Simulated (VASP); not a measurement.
Output of a VASP run:

OUTCAR:
```
 ion  position               nearest neighbor table
   1  0.667  0.333  0.633-   4 2.47   4 2.47   4 2.47   5 2.55   3 2.91   3 2.91   3 2.91   2 3.29
                             2 3.29   2 3.29
   2  0.333  0.667  0.994-   4 2.73   4 2.73   4 2.73   5 2.81   5 2.81   5 2.81   1 3.29   1 3.29
                             1 3.29   3 3.32   3 3.32   3 3.32
   3  0.000  0.000  0.362-   5 2.44   5 2.44   5 2.44   4 2.65   1 2.91   1 2.91   1 2.91   2 3.32
                             2 3.32   2 3.32
   4  0.000  0.000  0.770-   1 2.47   1 2.47   1 2.47   3 2.65   2 2.73   2 2.73   2 2.73
   5  0.667  0.333  0.240-   3 2.44   3 2.44   3 2.44   1 2.55   2 2.81   2 2.81   2 2.81
  LATTYP: Found a hexagonal cell.
 ALAT       =     4.0017742484
 C/A-ratio  =     1.6224692949
 Subroutine PRICEL returns:
 Original cell was already a primitive cell.
 Subroutine GETGRP returns: Found  6 space group operations
The static configuration has the point symmetry C_3v.
The dynamic configuration has the point symmetry C_3v.
 Subroutine INISYM returns: Found  6 space group operations
 Subroutine IBZKPT returns following result:
 Found     28 irreducible k-points:

 Following reciprocal coordinates:
            Coordinates               Weight
  0.000000  0.000000  0.000000      1.000000
  0.142857 -0.000000  0.000000      6.000000
  0.285714  0.000000  0.000000      6.000000
  0.428571  0.000000  0.000000      6.000000
  0.142857  0.142857  0.000000      6.000000
  0.285714  0.142857  0.000000     12.000000
  0.428571  0.142857  0.000000      6.000000
  0.285714  0.285714  0.000000      6.000000
  0.000000  0.000000  0.250000      2.000000
  0.142857 -0.000000  0.250000      6.000000
  0.000000  0.142857  0.250000      6.000000
  0.285714  0.000000  0.250000      6.000000
  0.000000  0.285714  0.250000      6.000000
  0.428571  0.000000  0.250000      6.000000
  0.000000  0.428571  0.250000      6.000000
  0.142857  0.142857  0.250000     12.000000
  0.285714  0.142857  0.250000     12.000000
 -0.142857  0.428571  0.250000     12.000000
  0.428571  0.142857  0.250000     12.000000
  0.285714  0.285714  0.250000     12.000000
  0.000000  0.000000  0.500000      1.000000
  0.142857 -0.000000  0.500000      6.000000
  0.285714  0.000000  0.500000      6.000000
  0.428571  0.000000  0.500000      6.000000
  0.142857  0.142857  0.500000      6.000000
  0.285714  0.142857  0.500000     12.000000
  0.428571  0.142857  0.500000      6.000000
  0.285714  0.285714  0.500000      6.000000
   k-points           NKPTS =     28   k-points in BZ     NKDIM =     28   number of bands    NBANDS=     17
   number of dos      NEDOS =    601   number of ions     NIONS =      5
   total plane-waves  NPLWV =  32928
   dimension x,y,z NGX =    28 NGY =   28 NGZ =   42
   dimension x,y,z NGXF=    56 NGYF=   56 NGZF=   84
   ions per type =               2   1   2
   PREC   = accura    normal or accurate (medium, high low for compatibility)
   ISTART =      0    job   : 0-new  1-cont  2-samecut
   ICHARG =      2    charge: 1-file 2-atom 10-const
   ISPIN  =      1    spin polarized calculation?
   LNONCOLLINEAR =      F non collinear calculations
   LSORBIT =      F    spin-orbit coupling
   INIWAV =      1    electr: 0-lowe 1-rand  2-diag
   ENCUT  =  400.0 eV  29.40 Ry    5.42 a.u.   6.53  6.53 10.59*2*pi/ulx,y,z
   NELM   =    100;   NELMIN=  2; NELMDL= -5     # of ELM steps
   EDIFF  = 0.1E-06   stopping-criterion for ELM
   LREAL  =      F    real-space projection
   NLSPLINE    = F    spline interpolate recip. space projectors
   LMAXMIX     =    4 max onsite mixed and CHGCAR
   VOSKOWN=      0    Vosko Wilk Nusair interpolation
   EDIFFG = 0.1E-05   stopping-criterion for IOM
   NSW    =      0    number of steps for IOM
   NBLOCK =      1;   KBLOCK =      1    inner block; outer block
   IBRION =     -1    ionic relax: 0-MD 1-quasi-New 2-CG
   NFREE  =      0    steps in history (QN), initial steepest desc. (CG)
   ISIF   =      2    stress and relaxation
   ISYM   =      2    0-nonsym 1-usesym 2-fastsym
   TEIN   =    0.0    initial temperature
   TEBEG  =    0.0;   TEEND  =   0.0 temperature during run
...
```

OSZICAR:
```
       N       E                     dE             d eps       ncg     rms          rms(c)
DAV:   1     0.949466201854E+02    0.94947E+02   -0.97665E+03   952   0.121E+03
DAV:   2    -0.133407816407E+02   -0.10829E+03   -0.10637E+03  1067   0.238E+02
DAV:   3    -0.202767537966E+02   -0.69360E+01   -0.69182E+01  1178   0.612E+01
DAV:   4    -0.203723810035E+02   -0.95627E-01   -0.95579E-01  1220   0.771E+00
DAV:   5    -0.203736317145E+02   -0.12507E-02   -0.12506E-02  1280   0.896E-01    0.661E+00
DAV:   6    -0.192186771142E+02    0.11550E+01   -0.34500E+00  1386   0.554E+01    0.507E+00
DAV:   7    -0.191575258062E+02    0.61151E-01   -0.16886E+00  1027   0.103E+01    0.240E+00
DAV:   8    -0.191481010861E+02    0.94247E-02   -0.35903E-02  1311   0.143E+00    0.109E+00
DAV:   9    -0.191448646413E+02    0.32364E-02   -0.58240E-03  1237   0.560E-01    0.193E-01
DAV:  10    -0.191449246022E+02   -0.59961E-04   -0.46965E-04  1118   0.170E-01    0.872E-02
DAV:  11    -0.191449272276E+02   -0.26255E-05   -0.11272E-04  1105   0.927E-02    0.192E-02
DAV:  12    -0.191449266669E+02    0.56077E-06   -0.14239E-05  1278   0.526E-02    0.159E-02
DAV:  13    -0.191449266437E+02    0.23184E-07   -0.39586E-06  1264   0.156E-02    0.754E-03
DAV:  14    -0.191449268083E+02   -0.16464E-06   -0.66021E-07  1025   0.920E-03    0.194E-03
DAV:  15    -0.191449268463E+02   -0.37966E-07   -0.12200E-07   659   0.232E-03
   1 F= -.19144927E+02 E0= -.19144927E+02  d E =0.000000E+00
```

### OUTCAR
```
------------------------ aborting loop because EDIFF is reached ----------------------------------------
  FORCE on cell =-STRESS in cart. coord.  units (eV):
  Direction    XX          YY          ZZ          XY          YZ          ZX
  --------------------------------------------------------------------------------------
  Total       -0.0397661     -0.0397661      0.0037013      0.0000000      0.0000000      0.0000000
  in kB       -0.7075526     -0.7075528      0.0658575      0.0000000      0.0000000      0.0000000
  external PRESSURE =      -0.4497493 kB  Pullay stress =       0.0000000 kB
  volume of cell :       90.05
      direct lattice vectors                 reciprocal lattice vectors
     4.001774248  0.000000000  0.000000000     0.249889159  0.144273556  0.000000000
    -2.000887124  3.465638563  0.000000000     0.000000000  0.288547112  0.000000000
     0.000000000  0.000000000  6.492755843     0.000000000  0.000000000  0.154017804
 POSITION                                       TOTAL-FORCE (eV/Angst)
 -----------------------------------------------------------------------------------
      2.00089      1.15521      4.11239        -0.000000      0.000000      0.001735
     -0.00000      2.31043      6.45499        -0.000000      0.000000      0.009250
      0.00000      0.00000      2.34998         0.000000     -0.000000      0.012597
      0.00000      0.00000      4.99972        -0.000000      0.000000     -0.016856
      2.00089      1.15521      1.56119         0.000000     -0.000000     -0.006727
 -----------------------------------------------------------------------------------
    total drift:                               -0.000297      0.000161     -0.000703
  FREE ENERGIE OF THE ION-ELECTRON SYSTEM (eV)
  ---------------------------------------------------
  free  energy   TOTEN  =       -19.1449268463 eV

  energy  without entropy=      -19.1449268463  energy(sigma->0) =      -19.14492685

 total charge

# of ion       s       p       d       tot
------------------------------------------
    1        0.182   0.173   0.045   0.399
    2        0.143   0.117   0.031   0.291
    3        0.560   0.480   9.756  10.796
    4        1.019   1.561   0.000   2.580
    5        1.017   1.509   0.000   2.527
--------------------------------------------------
tot          2.921   3.840   9.832  16.593

 Electric field gradients after diagonalization (V/A^2)
 (convention: |V_zz| > |V_xx| > |V_yy|)
----------------------------------------------------------------------
 ion       V_xx      V_yy      V_zz     asymmetry (V_yy - V_xx)/ V_zz
----------------------------------------------------------------------
   1      -0.188    -0.188     0.376       0.000
   2      -0.564    -0.564     1.129       0.000
   3     -11.781   -11.763    23.544       0.001
   4     -21.031   -21.029    42.060       0.000
   5      13.593    13.593   -27.186       0.000
```
(Selected blocks of OUTCAR.)

POSCAR:
```
Mg2ZnP2
1
    4.0017742484     0.0000000000    -0.0000000000
   -2.0008871243     3.4656385631     0.0000000000
   -0.0000000000    -0.0000000000     6.4927558433
Mg Zn P
2 1 2
Direct
  0.6666670000   0.3333330000   0.6333807589
  0.3333330000   0.6666670000   0.9941838668
  0.0000000000   0.0000000000   0.3619381879
  0.0000000000   0.0000000000   0.7700459567
  0.6666670000   0.3333330000   0.2404512296
```

Problem. Reconstruct the remaining input files.

Solution. Several could match; the one computed here: the input of the run itself, PBEsol GGA, plane waves, VASP's PBE PAW potentials (set 64).

### KPOINTS
```
Regular mesh
0
Gamma
 7 7 4
0 0 0
```

### INCAR
```
SYSTEM = Mg2ZnP2
PREC = Accurate; ENCUT = 400; LREAL = .False.
LASPH = .True.
EDIFF = 1E-7; NELM = 100; ALGO = Normal
LMAXMIX = 4
ISMEAR = -5
GGA = PS
ISIF = 2
LWAVE = .False.; LCHARG = .True.; LORBIT = 11
NEDOS = 601
LEFG = .True.
```

POTCAR, in this order: Mg Zn P (PBE.64 set). Program: vasp_std.

The structure comes from a computed database's Mg2ZnP2 entry (P3m1); how it stands against other phases isn't given here. It was relaxed first.
